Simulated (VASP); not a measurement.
These are PBE GGA, VASP's PBE PAW potentials (set 64) (plane waves; VASP 6.6.1) values and carry that method's errors.

The input files of a VASP run:

KPOINTS:
```
Automatic mesh
0
Gamma
  5 5 4
```

INCAR:
```
SYSTEM = SiO2
PREC = Accurate; ENCUT = 520; LREAL = .False.
LASPH = .True.
EDIFF = 1E-7; NELM = 100; ALGO = Normal
ISMEAR = -5
GGA = PE
ISIF = 2
LWAVE = .False.; LCHARG = .True.; LORBIT = 11
NEDOS = 601
LEFG = .True.
```

### POSCAR
```
SiO2
14.0801280
  0.3586901565   0.0000000000   0.0000000000
  0.0000000000   0.3586901565   0.0000000000
  0.0000000000   0.0000000000   0.5000000155
Si O
4 8
Direct
  0.2983585573   0.2983585573   1.0000000000
  0.7983585573   0.2016414427   0.7500000000
  0.2016414427   0.7983585573   0.2500000000
  0.7016414427   0.7016414427   0.5000000000
  0.2399071963   0.1019418459   0.1782196483
  0.7399071963   0.3980581541   0.5717803517
  0.2600928037   0.6019418459   0.0717803517
  0.7600928037   0.8980581541   0.6782196483
  0.8980581541   0.7600928037   0.3217803517
  0.3980581541   0.7399071963   0.4282196483
  0.6019418459   0.2600928037   0.9282196483
  0.1019418459   0.2399071963   0.8217803517
```

POTCAR, in this order: Si O (PBE.64 set). Program: vasp_std.

The resulting files:

File OUTCAR:
```
 ion  position               nearest neighbor table
   1  0.298  0.298  0.000-   7 1.63  11 1.63   5 1.63  12 1.63   2 3.12   3 3.12   3 3.12   2 3.12
  LATTYP: Found a simple tetragonal cell.
 ALAT       =     5.0504033152
 C/A-ratio  =     1.3939607945
 Subroutine PRICEL returns:
 Original cell was already a primitive cell.
 Subroutine GETGRP returns: Found  8 space group operations
The static configuration has the point symmetry C_2 .
 The point group associated with its full space group is D_4 .
The dynamic configuration has the point symmetry C_2 .
 Subroutine INISYM returns: Found  8 space group operations
 Subroutine IBZKPT returns following result:
 Found     18 irreducible k-points:

 Following reciprocal coordinates:
            Coordinates               Weight
  0.000000  0.000000  0.000000      1.000000
  0.200000  0.000000  0.000000      4.000000
  0.400000  0.000000  0.000000      4.000000
  0.200000  0.200000  0.000000      4.000000
  0.400000  0.200000  0.000000      8.000000
  0.400000  0.400000  0.000000      4.000000
  0.000000  0.000000  0.250000      2.000000
  0.200000  0.000000  0.250000      8.000000
  0.400000  0.000000  0.250000      8.000000
  0.200000  0.200000  0.250000      8.000000
  0.400000  0.200000  0.250000     16.000000
  0.400000  0.400000  0.250000      8.000000
  0.000000  0.000000  0.500000      1.000000
  0.200000  0.000000  0.500000      4.000000
  0.400000  0.000000  0.500000      4.000000
  0.200000  0.200000  0.500000      4.000000
  0.400000  0.200000  0.500000      8.000000
  0.400000  0.400000  0.500000      4.000000
   k-points           NKPTS =     18   k-points in BZ     NKDIM =     18   number of bands    NBANDS=     39
   number of dos      NEDOS =    601   number of ions     NIONS =     12
   total plane-waves  NPLWV =  86400
   dimension x,y,z NGX =    40 NGY =   40 NGZ =   54
   dimension x,y,z NGXF=    80 NGYF=   80 NGZF=  108
   ions per type =               4   8
   PREC   = accura    normal or accurate (medium, high low for compatibility)
   ISTART =      0    job   : 0-new  1-cont  2-samecut
   ICHARG =      2    charge: 1-file 2-atom 10-const
   ISPIN  =      1    spin polarized calculation?
   LNONCOLLINEAR =      F non collinear calculations
   LSORBIT =      F    spin-orbit coupling
   INIWAV =      1    electr: 0-lowe 1-rand  2-diag
   ENCUT  =  520.0 eV  38.22 Ry    6.18 a.u.   9.39  9.39 13.09*2*pi/ulx,y,z
   NELM   =    100;   NELMIN=  2; NELMDL= -5     # of ELM steps
   EDIFF  = 0.1E-06   stopping-criterion for ELM
   LREAL  =      F    real-space projection
   NLSPLINE    = F    spline interpolate recip. space projectors
   LMAXMIX     =    2 max onsite mixed and CHGCAR
   VOSKOWN=      0    Vosko Wilk Nusair interpolation
   EDIFFG = 0.1E-05   stopping-criterion for IOM
   NSW    =      0    number of steps for IOM
   NBLOCK =      1;   KBLOCK =      1    inner block; outer block
   IBRION =     -1    ionic relax: 0-MD 1-quasi-New 2-CG
   NFREE  =      0    steps in history (QN), initial steepest desc. (CG)
   ISIF   =      2    stress and relaxation
   ISYM   =      2    0-nonsym 1-usesym 2-fastsym
   TEIN   =    0.0    initial temperature
   TEBEG  =    0.0;   TEEND  =   0.0 temperature during run
   SMASS  =  -3.00    Nose mass-parameter (am)
   PSTRESS=    0.0 pullay stress
   NELECT =      64.0000    total number of electrons
   EFERMI =   0.00;   METHOD = LEGACY
   ISMEAR =    -5;   SIGMA  =   0.20  broadening in eV -4-tet -1-fermi 0-gaus
   IALGO  =     38    algorithm
   LDIAG  =      T    sub-space diagonalisation (order eigenvalues)
   IMIX   =      4    mixing-type and parameters
     AMIX     =   0.40;   BMIX     =  1.00
     AMIX_MAG =   1.60;   BMIX_MAG =  1.00
     AMIN     =   0.10
...
```

**OSZICAR**
```
       N       E                     dE             d eps       ncg     rms          rms(c)
DAV:   1     0.448649741027E+03    0.44865E+03   -0.33097E+04  1404   0.149E+03
DAV:   2    -0.712588778334E+02   -0.51991E+03   -0.50840E+03  1809   0.341E+02
DAV:   3    -0.107144225989E+03   -0.35885E+02   -0.35759E+02  1649   0.100E+02
DAV:   4    -0.107712576836E+03   -0.56835E+00   -0.56727E+00  1696   0.135E+01
DAV:   5    -0.107724618385E+03   -0.12042E-01   -0.12037E-01  1621   0.190E+00    0.287E+01
DAV:   6    -0.948924632706E+02    0.12832E+02   -0.58000E+01  1642   0.365E+01    0.132E+01
DAV:   7    -0.949325637915E+02   -0.40101E-01   -0.15550E+00  1777   0.560E+00    0.504E+00
DAV:   8    -0.949268741714E+02    0.56896E-02   -0.76610E-02  1649   0.188E+00    0.189E+00
DAV:   9    -0.949391083453E+02   -0.12234E-01   -0.36891E-02  1642   0.128E+00    0.382E-01
DAV:  10    -0.949416262192E+02   -0.25179E-02   -0.53711E-03  1642   0.376E-01    0.126E-01
DAV:  11    -0.949414840357E+02    0.14218E-03   -0.16909E-03  1649   0.217E-01    0.164E-02
DAV:  12    -0.949414966442E+02   -0.12609E-04   -0.40821E-05  1672   0.349E-02    0.178E-02
DAV:  13    -0.949415002227E+02   -0.35785E-05   -0.10149E-05  1642   0.170E-02    0.391E-03
DAV:  14    -0.949415008300E+02   -0.60731E-06   -0.48200E-07  1512   0.402E-03    0.102E-03
DAV:  15    -0.949415008133E+02    0.16693E-07   -0.20629E-08  1080   0.901E-04
   1 F= -.94941501E+02 E0= -.94941501E+02  d E =0.000000E+00
```

OUTCAR:
```
------------------------ aborting loop because EDIFF is reached ----------------------------------------
  FORCE on cell =-STRESS in cart. coord.  units (eV):
  Direction    XX          YY          ZZ          XY          YZ          ZX
  --------------------------------------------------------------------------------------
  Total        0.2050635      0.2050635      0.1267492      0.0000000      0.0000000      0.0000000
  in kB        1.8296595      1.8296595      1.1309072      0.0000000      0.0000000      0.0000000
  external PRESSURE =       1.5967421 kB  Pullay stress =       0.0000000 kB
  volume of cell :      179.57
      direct lattice vectors                 reciprocal lattice vectors
     5.050403315  0.000000000  0.000000000     0.198003989  0.000000000  0.000000000
     0.000000000  5.050403315  0.000000000     0.000000000  0.198003989  0.000000000
     0.000000000  0.000000000  7.040064218     0.000000000  0.000000000  0.142044159
 POSITION                                       TOTAL-FORCE (eV/Angst)
 -----------------------------------------------------------------------------------
      1.50683      1.50683      0.00000        -0.006806     -0.006806      0.000000
      4.03203      1.01837      5.28005        -0.006806      0.006806      0.000000
      1.01837      4.03203      1.76002         0.006806     -0.006806      0.000000
      3.54357      3.54357      3.52003         0.006806      0.006806      0.000000
      1.21163      0.51485      1.25468        -0.008569     -0.009856     -0.014280
      3.73683      2.01035      4.02537        -0.008569      0.009856      0.014280
      1.31357      3.04005      0.50534         0.008569     -0.009856      0.014280
      3.83878      4.53556      4.77471         0.008569      0.009856     -0.014280
      4.53556      3.83878      2.26535         0.009856      0.008569      0.014280
      2.01035      3.73683      3.01469         0.009856     -0.008569     -0.014280
      3.04005      1.31357      6.53473        -0.009856      0.008569     -0.014280
      0.51485      1.21163      5.78539        -0.009856     -0.008569      0.014280
 -----------------------------------------------------------------------------------
    total drift:                                0.000000     -0.000000      0.000000
  FREE ENERGIE OF THE ION-ELECTRON SYSTEM (eV)
  ---------------------------------------------------
  free  energy   TOTEN  =       -94.9415008133 eV

  energy  without entropy=      -94.9415008133  energy(sigma->0) =      -94.94150081

 total charge

# of ion       s       p       d       tot
------------------------------------------
    1        0.637   0.978   0.000   1.616
    2        0.637   0.978   0.000   1.616
    3        0.637   0.978   0.000   1.616
    4        0.637   0.978   0.000   1.616
    5        1.547   3.689   0.000   5.236
    6        1.547   3.689   0.000   5.236
    7        1.547   3.689   0.000   5.236
    8        1.547   3.689   0.000   5.236
    9        1.547   3.689   0.000   5.236
   10        1.547   3.689   0.000   5.236
   11        1.547   3.689   0.000   5.236
   12        1.547   3.689   0.000   5.236
--------------------------------------------------
tot         14.926  33.421   0.000  48.348
```
(Selected blocks of OUTCAR.)

The compound is SiO2 in the cristobalite structure. It was relaxed first, which changed the volume by +6 %.
